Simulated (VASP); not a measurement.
Consider the following.

```
P
1.0
    2.74869     0.00000     0.00000
   -1.37434     2.38043     0.00000
    0.00000     0.00000     4.46275
P
2
Direct
  0.33333   0.66667   0.25000
  0.66667   0.33333   0.75000
```

Calculation: PBEsol GGA, VASP's PBE PAW potentials (set 64) (plane waves; VASP). Settings: 400 eV cut-off, 10×10×6 Γ-centred mesh, Gaussian smearing of 0.050 eV, potentials P.

Energy and stress use the plane-wave basis of the starting cell.

Question: The ions, cell shape and volume are relaxed. What does this cell relax into?

Answer: 
```
P
1.0
    2.70109     0.00000     0.00000
   -1.35054     2.33921     0.00000
    0.00000     0.00000     4.43149
P
2
Direct
  0.33333   0.66667   0.25000
  0.66667   0.33333   0.75000
```
Space group P6_3/mmc (194), at a tolerance of 0.03 Å.

Question: How do energy and volume change from the first to the last step?

Answer: The energy (σ→0) changes by -8.1 meV/atom and the volume by -4.1 %, in 5 ionic steps.

The structure was generated: P was put into the hcp type (P6_3/mmc), which need not be its known phase. This run relaxes it. Symmetry was kept, so distortions that lower it aren't found.
